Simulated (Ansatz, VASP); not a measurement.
# Sn9Ge55 (Ge0.86Sn0.14, diamond): VASP beside Ansatz

Aim: how closely do two programs agree when they are given the same cell, functional and k mesh? The cell is invented: As first built, before any earlier steps moved the atoms (in the runner's words): 2x2x2 conventional cells of the Ge type (64 atoms: 55 Ge, 9 Sn); Ge/Sn share their sites, the best of 600 random draws by like-pair counts in two shells; start lattice by linear mixing of the end members' cells; atoms moved at random by 0.02 A. It may not be a known or stable phase. The structure shown is the end of the Ansatz relaxation below.

Program: Ansatz 0.2.0. Level of theory: plane waves, with VASP 6.6.1 beside it; single point at PBE. Results are calculated unless marked as measured.

### 1. The structure

The cell holds 64 atoms: 55 Ge and 9 Sn. Cell: a = 11.773 Å, b = 11.777 Å, c = 11.773 Å, α = 90.0°, β = 90.0°, γ = 90.0°. It derives from Ge (Ge type, space group 227), repeated 2×2×2. As first built, before any earlier steps moved the atoms (in the runner's words): 2x2x2 conventional cells of the Ge type (64 atoms: 55 Ge, 9 Sn); Ge/Sn share their sites, the best of 600 random draws by like-pair counts in two shells; start lattice by linear mixing of the end members' cells; atoms moved at random by 0.02 A.

### 2. Ansatz: relaxation, PBE

Ansatz runs on its default PAW (the set named soft_2) files.

This run makes the geometry at which the two programs are then compared.

input.yaml reads:

```yaml
crystal:
  lattice:
    - [11.54212, 0.0, 0.0]
    - [0.0, 11.54212, 0.0]
    - [0.0, 0.0, 11.54212]
  atoms:
    - { symbol: Ge, position: [0.99999, 0.99938, 0.25007] }
    - { symbol: Ge, position: [0.12337, 0.3725, 0.12395] }
    - { symbol: Ge, position: [0.99725, 0.25168, 0.99774] }
    - { symbol: Ge, position: [0.123, 0.12875, 0.37363] }
    - { symbol: Ge, position: [0.2464, 0.9978, 0.99553] }
    - { symbol: Ge, position: [0.37402, 0.37622, 0.37324] }
    - { symbol: Ge, position: [0.25026, 0.25065, 0.25125] }
    - { symbol: Ge, position: [0.37531, 0.12688, 0.1223] }
    - { symbol: Ge, position: [0.99992, 0.00063, 0.74591] }
    - { symbol: Ge, position: [0.12651, 0.37654, 0.62454] }
    - { symbol: Ge, position: [0.0017, 0.2537, 0.5025] }
    - { symbol: Ge, position: [0.12507, 0.12466, 0.87549] }
    - { symbol: Ge, position: [0.24727, 0.99909, 0.49962] }
    - { symbol: Ge, position: [0.37359, 0.37581, 0.87251] }
    - { symbol: Ge, position: [0.25068, 0.24771, 0.75171] }
    - { symbol: Ge, position: [0.37427, 0.12375, 0.62488] }
    - { symbol: Ge, position: [0.00175, 0.49898, 0.25092] }
    - { symbol: Ge, position: [0.12525, 0.87239, 0.12544] }
    - { symbol: Ge, position: [0.99921, 0.75074, 0.00172] }
    - { symbol: Ge, position: [0.12345, 0.62458, 0.37485] }
    - { symbol: Ge, position: [0.24908, 0.50105, 0.99757] }
    - { symbol: Ge, position: [0.25055, 0.74897, 0.25005] }
    - { symbol: Ge, position: [0.37383, 0.62282, 0.12469] }
    - { symbol: Ge, position: [0.12529, 0.8763, 0.62641] }
    - { symbol: Ge, position: [0.99915, 0.75071, 0.50395] }
    - { symbol: Ge, position: [0.12419, 0.62801, 0.87128] }
    - { symbol: Ge, position: [0.25172, 0.49973, 0.50055] }
    - { symbol: Ge, position: [0.24713, 0.75089, 0.74955] }
    - { symbol: Ge, position: [0.37488, 0.62374, 0.62188] }
    - { symbol: Ge, position: [0.49761, 0.99978, 0.24966] }
    - { symbol: Ge, position: [0.62566, 0.37361, 0.12357] }
    - { symbol: Ge, position: [0.62733, 0.12642, 0.37699] }
    - { symbol: Ge, position: [0.75138, 0.99951, 0.00125] }
    - { symbol: Ge, position: [0.87272, 0.37701, 0.3766] }
    - { symbol: Ge, position: [0.74902, 0.25308, 0.25264] }
    - { symbol: Ge, position: [0.8754, 0.12523, 0.1271] }
    - { symbol: Ge, position: [0.49773, 0.00103, 0.75047] }
    - { symbol: Ge, position: [0.62272, 0.37222, 0.62455] }
    - { symbol: Ge, position: [0.50147, 0.25171, 0.50175] }
    - { symbol: Ge, position: [0.62424, 0.12608, 0.87367] }
    - { symbol: Ge, position: [0.74687, 0.0, 0.50396] }
    - { symbol: Ge, position: [0.8816, 0.3743, 0.87378] }
    - { symbol: Ge, position: [0.74963, 0.24973, 0.74834] }
    - { symbol: Ge, position: [0.87659, 0.12341, 0.62537] }
    - { symbol: Ge, position: [0.49883, 0.49926, 0.25118] }
    - { symbol: Ge, position: [0.62639, 0.87445, 0.12176] }
    - { symbol: Ge, position: [0.49901, 0.74958, 0.00064] }
    - { symbol: Ge, position: [0.6257, 0.62625, 0.37495] }
    - { symbol: Ge, position: [0.87447, 0.87543, 0.37292] }
    - { symbol: Ge, position: [0.75055, 0.74942, 0.25161] }
    - { symbol: Ge, position: [0.62834, 0.87449, 0.62761] }
    - { symbol: Ge, position: [0.49907, 0.75108, 0.49834] }
    - { symbol: Ge, position: [0.87472, 0.876, 0.87864] }
    - { symbol: Ge, position: [0.75131, 0.74883, 0.75207] }
    - { symbol: Ge, position: [0.87557, 0.62575, 0.6245] }
    - { symbol: Sn, position: [0.37991, 0.87724, 0.37402] }
    - { symbol: Sn, position: [0.00012, 0.50096, 0.75169] }
    - { symbol: Sn, position: [0.37419, 0.87405, 0.87427] }
    - { symbol: Sn, position: [0.49931, 0.24832, 0.99986] }
    - { symbol: Sn, position: [0.75041, 0.50006, 0.99861] }
    - { symbol: Sn, position: [0.87535, 0.62764, 0.12318] }
    - { symbol: Sn, position: [0.49739, 0.4969, 0.74844] }
    - { symbol: Sn, position: [0.625, 0.62486, 0.876] }
    - { symbol: Sn, position: [0.75314, 0.50137, 0.49978] }
kpoints:
  mp_grid: { grid: [2, 2, 2], shift: [0.5, 0.5, 0.5] }
hamiltonian:
  xc: pbe
scf:
  occupations: { method: fermi_dirac, width: 0.01 }
output:
  forces: true
  stress: true
relax:
  f_tol: 0.02
  max_steps: 45
  cell: { stress_tol: 0.1 }
```

On the command line:

```bash
ansatz run input.yaml --threads 32 --pin off --max-ram 143360MiB --backend cuda --events-out ev --progress --plain --runs-dir out
```

Numbers of over 12 decimals in the logs are rounded to 6 here.

Output:

```text
The last accepted step is kept in <dir> (removed where the run ends without a failure and the disk answers)
Engine: ansatz 0.2.0, aarch64-unknown-linux-gnu
Pseudopotentials: kind: paw
Pseudopotential: Ge, paw, valence charge 14, recommended cutoff 420 eV (normal), Ge.paw.azcp
Pseudopotential: Sn, paw, valence charge 14, recommended cutoff 420 eV (normal), Sn.paw.azcp
Functional definition: PBE
  parameter kappa = 0.804
  parameter beta = 0.066725
  exchange = pbe_x(kappa = kappa, mu = beta*pi^2/3)
  correlation = pbe_c(beta = beta)
device memory: the entry about to start is reckoned to put 20.8 GiB on a device that reports 182.5 GiB free
GPU FFT provider: cuFFT
GPU libraries: cuBLAS 13.8.1, cuFFT 12.4.0, cuSOLVER 12.3.2
GPU matrix products: emulated (plane waves: as basis.precision tells), large ones in fixed point in workspaces of 1.00 GiB
Crystal: 64 atoms, lattice volume = 1537.647 Å³
Basis set: ecut = 420 eV, 30047 PW (Γ), exchange–correlation on 160×160×160 points (8 copies of the dense FFT grid, shifted against one another)
Bands: 538, of which v1, the nominal top of the filled ones, is band 448 counted from 1 (447 counted from 0)
Symmetry: 1 space group operations
Space group: P1 (ITA 1), of the structure as read, at distance tolerance 1.2e-4 Å
k-points: 4 of 8 (time reversal used)
Non-local potential: Ge, projectors of the file, l = 0: 2, l = 1: 2, l = 2: 3, l = 3: 1
Non-local potential: Sn, projectors of the file, l = 0: 2, l = 1: 2, l = 2: 2, l = 3: 2
PAW form: soft (Blöchl's): semilocal exchange-correlation on the pseudo side does not see the compensation charge
PAW one-centre angular grid: Ge, 590 points (default); XC on 64 Gauss nodes
PAW one-centre angular grid: Sn, 590 points (default); XC on 64 Gauss nodes
Initial density: superposition of atomic densities (neutral atoms: chi_scale 0, normalization atom), corrected by the library's trained network
Initial wavefunctions: pseudopotential atomic-orbital guess
GPU buffer pool allocated for 512000 grid points (all kernels)
GPU transforms: local potential and band sums: pruned to the plane-wave sphere, on 80×80×80
Functional: x = pbe(κ = 0.804, μ = 0.219515), c = pbe(β = 0.066725)
SCF iter   1: F=—  HF=-290435.213516 eV  |F-HF|=—  |Δ(HF+E_count)|=         —  Δρ=1.19e-3  dr2=3.94e-2  ethr=1.77e-3  ⟨swp⟩=6.0  Hψ=7975  notcnv=0  defer=30
preconditioner: auto → Resta (q_TF=auto, 2.493 Å⁻¹)  ε∞=2.7  [insulator: Δε(μ)=0.440 eV  Ē_g=21.978 eV  σ=0.010 eV  W_gap=1.00  n_scr=388 (ndim 8)  ℏωp=28.3 eV  f_vac=0.076  D(μ)=0.00/eV (n_scr^D=0)  ε∞_Penn≈2.7]
SCF iter   2: F=—  HF=-290435.188188 eV  |F-HF|=—  |Δ(HF+E_count)|=   2.53e-2  Δρ=7.69e-4  dr2=9.37e-3  ethr=4.39e-6  ⟨swp⟩=2.5  Hψ=4291  notcnv=0  defer=340
SCF iter   3: F=—  HF=-290435.190064 eV  |F-HF|=—  |Δ(HF+E_count)|=   1.88e-3  Δρ=3.51e-4  dr2=2.59e-3  ethr=1.05e-6  ⟨swp⟩=2.0  Hψ=3624  notcnv=0  defer=340
SCF iter   4: F=—  HF=-290435.193872 eV  |F-HF|=—  |Δ(HF+E_count)|=   3.81e-3  Δρ=1.17e-4  dr2=3.77e-4  ethr=2.89e-7  ⟨swp⟩=2.0  Hψ=2344  notcnv=0  defer=340
SCF iter   5: F=—  HF=-290435.189840 eV  |F-HF|=—  |Δ(HF+E_count)|=   4.03e-3  Δρ=5.01e-5  dr2=2.78e-4  ethr=4.21e-8  ⟨swp⟩=2.0  Hψ=3604  notcnv=0  defer=340
SCF iter   6: F=—  HF=-290435.189878 eV  |F-HF|=—  |Δ(HF+E_count)|=   3.75e-5  Δρ=2.79e-5  dr2=1.35e-5  ethr=3.10e-8  ⟨swp⟩=2.0  Hψ=2136  notcnv=0  defer=340
SCF iter   7: F=—  HF=-290435.193898 eV  |F-HF|=—  |Δ(HF+E_count)|=   4.02e-3  Δρ=8.74e-6  dr2=1.38e-6  ethr=1.51e-9  ⟨swp⟩=2.0  Hψ=3604  notcnv=0  defer=340
SCF iter   8: F=—  HF=-290435.193898 eV  |F-HF|=—  |Δ(HF+E_count)|=   4.92e-7  Δρ=2.62e-6  dr2=2.73e-7  ethr=1.54e-10  ⟨swp⟩=2.0  Hψ=3604  notcnv=0  defer=340
SCF iter   9: F=-290435.193898 eV  HF=-290435.193899 eV  |F-HF|=3.70e-8  |Δ(HF+E_count)|=   2.03e-8  Δρ=9.30e-7  dr2=5.83e-8  ethr=1.12e-11  ⟨swp⟩=4.0  Hψ=5800  notcnv=0
SCF 1 converged in 9 iterations: F = -290435.193898 eV  dr2 = 5.83e-8
  greatest PAW one-centre occupation: 0.998 electrons in one spin orbital (limit 2), on the Ge atom at site 29 (counted from 0), in its partial waves of l = 2
relax step   1: F+E_penalty+E_count = -290435.19389848 eV  Δ(F+E_penalty+E_count) = +0.000e0 eV  max|allowed force component| = 2.625e0 eV/Å  Δτ_max = 0.0000 Å  P = +4.791 GPa  Ω = 1537.647 Å³  (9 SCF iters, dr2 threshold 1.00e-7 eV, accepted)
[...]
relax step   2: F+E_penalty+E_count = -290439.78039120 eV  Δ(F+E_penalty+E_count) = -4.586e0 eV  max|allowed force component| = 6.294e-1 eV/Å  Δτ_max = 0.1948 Å  P = -0.024 GPa  Ω = 1633.458 Å³  energy of the carried Pulay correction = -1.734e-2 eV  (9 SCF iters, dr2 threshold 6.40e-6 eV, accepted)
[...]
relax step   3: F+E_penalty+E_count = -290439.87993063 eV  Δ(F+E_penalty+E_count) = -9.954e-2 eV  max|allowed force component| = 5.883e-2 eV/Å  Δτ_max = 0.0664 Å  P = -0.037 GPa  Ω = 1633.454 Å³  energy of the carried Pulay correction = -1.734e-2 eV  (6 SCF iters, dr2 threshold 6.40e-6 eV, accepted)
[...]
relax step   4: F+E_penalty+E_count = -290439.88837793 eV  Δ(F+E_penalty+E_count) = -8.447e-3 eV  max|allowed force component| = 1.274e-2 eV/Å  Δτ_max = 0.0170 Å  P = +0.001 GPa  Ω = 1632.398 Å³  energy of the carried Pulay correction = -1.716e-2 eV  (7 SCF iters, dr2 threshold 2.16e-7 eV, accepted)
[...]
relax step   5: F+E_penalty+E_count = -290439.90582997 eV  Δ(F+E_penalty+E_count) = -1.745e-2 eV  max|allowed force component| = 1.272e-2 eV/Å  Δτ_max = 0.0000 Å  P = +0.005 GPa  Ω = 1632.398 Å³  stress off target by 3.62e-2 GPa  SCF on the basis re-selected at this cell (its energy is not comparable with the rows above)  (10 SCF iters)
basis re-selected at this cell: Δ(F+E_penalty+E_count) = -1.745e-2 eV, ΔP = +0.004 GPa vs the last step (what re-selecting the basis moved, of the pressure what is left beyond the Pulay correction that the steps carried, after the strain that the cell walked since its last selection, with what the two solves' SCF thresholds leave and, on support functions, any second-order correction that the steps lacked; it is no m [...]
SCF converged after 10 iterations
Free energy (F): -290439.905830 eV
Harris-Foulkes:  -290439.905830 eV  (|F-HF|=4.07e-10)
Internal energy: -290439.905828 eV  (E = F + TS)
E sigma→0 (E₀):  -290439.905829 eV
Entropy (-TS):   -0.000002 eV (-0.000 meV/atom)
Fermi energy:    7.692601 eV
--- Per-component energies (eV) ---
  E_band       = -9853.554657
  E_kinetic    = 7775.563230
  E_local      = -149813.005883  (includes V_loc(G=0)·N_el)
  E_nonlocal   = 22705.127245
  E_hartree    = 67133.991261
  E_xc         = -7573.644090
  E_vxc        = -4384.687679  (∫ρ·V_xc dr)
  E_paw        = -148319.467847  (= ΣΔE_a)
  E_vpaw       = -20404.543719  (= ΣTr[D̂ρ^β])
  E_aug_tail   = 0.016844  (compensation charges beyond the density's cutoff)
  E_ewald      = -82348.486588
  E_smearing   = -0.000002  (= −TS)
  E_closure    = 0.000000  (closes the sum)
  Σ components = -290439.905830   (vs F -290439.905830, Δ=0.00e0)
--- Forces (eV/Å), atoms counted from 1 ---
  [... one line an atom ...]
  max |Σ_I F_I| component: 1.93e-6 eV/Å
--- Stress (GPa, compression-positive) ---
       -0.007527       0.002997      -0.025300
        0.002997       0.029292      -0.011861
       -0.025300      -0.011861      -0.005781
  P = ⅓ Tr σ = 0.0053 GPa (0.053 kbar)
--- Band table (eV) ---
--- Relaxed structure (4 steps of the walk, 4 accepted, 1 SCFs on fresh bases) ---
  F+E_penalty+E_count = -290439.90582997 eV   max|allowed force component| = 1.272e-2 eV/Å   (the final SCF, on the basis selected at the relaxed cell)
  cell:  # Å, volume = 1632.3979 Å³
    - [11.773443, -0.00132072, -0.00110679]
    - [-0.00132072, 11.776853, -9.324354724716752e-5]
    - [-0.00110679, -9.324354724716752e-5, 11.773167]
  atoms:
    [... one line an atom ...]
```

[end of part 1 of 2]

[Lines on the potential files, build, host, timing and source positions are cut from VASP's logs without a mark.]

[Logs are printed without paths, hosts, clocks, repeated set-up lines and the standing remarks that a program may print on its own settings, such as how far it seeks lower states.]

[Hosts, paths, dates, database ids (printed as entryN), source tags and the programs' standing remarks are cut or masked in the printed files.]
